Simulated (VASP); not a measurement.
Energy against volume of MnO2 (rutile). All values below come from vdW-DF-cx, VASP's PBE PAW potentials (set 64) (plane waves; VASP). Settings: 520 eV cut-off, 7×7×11 Γ-centred mesh, first-order Methfessel-Paxton smearing of 0.10 eV, potentials Mn_pv O.

Shape and ions are relaxed at each volume.

```csv
V (Å³/atom),E (eV/atom)
8.821,-5.98557
9.094,-5.99298
9.367,-5.98782
9.640,-5.97201
```

Task: Fit these four points and predict the energy of the run at 8.548 Å³/atom.

Result: A cubic in V^(−2/3), the third-order Birch-Murnaghan form, passes through the four points with V0 = 9.11 Å³/atom and B0 = 243 GPa, and gives -5.9633 eV/atom there. The run gave -5.9632 eV/atom, +0.1 meV/atom from the fit; all five points give B0 = 244 GPa.

The compound is MnO2 in the rutile structure. It was relaxed first.
